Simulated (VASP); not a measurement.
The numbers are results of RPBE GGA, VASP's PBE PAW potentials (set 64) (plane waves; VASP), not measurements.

VASP ran on this input.

### KPOINTS
```
Automatic mesh
0
Gamma
5 5 5
0 0 0
```

### POSCAR
```
BaHfO3
1
    4.2355795378     0.0000000000     0.0000000000
    0.0000000000     4.2355795378     0.0000000000
    0.0000000000     0.0000000000     4.2355795378
Ba Hf O
1 1 3
Direct
  0.0000000000   0.0000000000   0.0000000000
  0.5000000000   0.5000000000   0.5000000000
  0.5000000000   0.0000000000   0.5000000000
  0.0000000000   0.5000000000   0.5000000000
  0.5000000000   0.5000000000   0.0000000000
```

INCAR:
```
# general
SYSTEM  = BaHfO3
PREC    = Accurate
ENCUT   = 520
LREAL   = .FALSE.
LASPH   = .TRUE.

# electronic loop
EDIFF   = 1E-7
NELM    = 100
ALGO    = Normal
LMAXMIX = 6

# smearing
ISMEAR  = 0
SIGMA   = 0.05

# functional
GGA     = RP

# ions
ISIF    = 2

# output
LWAVE   = .FALSE.
LCHARG  = .FALSE.
```

POTCAR, in this order: Ba_sv Hf_pv O (PBE.64 set). Program: vasp_std.

Task: Estimate the energy per atom (σ→0).

Result: 
```yaml
energy per atom (σ→0): -8.309 eV/atom
```

OSZICAR:
```
...
DAV:  10    -0.415443875666E+02   -0.81910E-03   -0.15426E-02   616   0.857E-01    0.714E-01
DAV:  11    -0.415441327987E+02    0.25477E-03   -0.10502E-03   594   0.223E-01    0.280E-01
DAV:  12    -0.415442431057E+02   -0.11031E-03   -0.26346E-04   565   0.118E-01    0.213E-01
DAV:  13    -0.415442608730E+02   -0.17767E-04   -0.46880E-05   634   0.459E-02    0.105E-02
DAV:  14    -0.415442622625E+02   -0.13895E-05   -0.34962E-06   699   0.122E-02    0.112E-02
DAV:  15    -0.415442623729E+02   -0.11040E-06   -0.31811E-06   579   0.126E-02    0.879E-03
DAV:  16    -0.415442624051E+02   -0.32180E-07   -0.11759E-07   505   0.231E-03
   1 F= -.41544262E+02 E0= -.41544262E+02  d E =-.814506E-18
```

The compound is BaHfO3 in the cubic perovskite structure. It was relaxed first.
